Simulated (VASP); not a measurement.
A run of VASP 6.6.1:

File INCAR:

```
  ALGO = Normal
  EDIFF = 1E-6
  ENCUT = 520
  ISIF = 2
  ISMEAR = -1
  LASPH = T
  LCHARG = F
  LREAL = F
  LWAVE = F
  NBANDS = 18
  NELM = 100
  PREC = Accurate
  SIGMA = 0.05
```

File KPOINTS:

```
k-points
0
Gamma
  8 8 6
```

File POSCAR:

```
TiPd
1.0
    2.9055681315      0.0000000000      0.0000000000
    0.0000000000      2.9055681315      0.0000000000
    0.0000000000      0.0000000000      3.9905513082
Ti Pd
1 1
Direct
    0.0000000000      0.0000000000      0.0000000000
    0.5000000000      0.5000000000      0.5000000000
```

Potentials or basis: VASP PAW LDA potentials, release 64 (Ti_sv, Pd).

The run is started by

```sh
$ cat potpaw_LDA.64/Ti_sv/POTCAR potpaw_LDA.64/Pd/POTCAR > POTCAR
$ mpirun -np 1 vasp_std > vasp.out
```

Hardware: 1 thread of Intel(R) Xeon(R) 6975P-C (Granite Rapids), on a shared host.

Problem. Estimate the wall time of this run.

Solution. It took 17 s on 1 thread of Intel(R) Xeon(R) 6975P-C (Granite Rapids), with other jobs on the host, peak memory 0.15 GiB. Counts: scf iterations 14, k points 60.
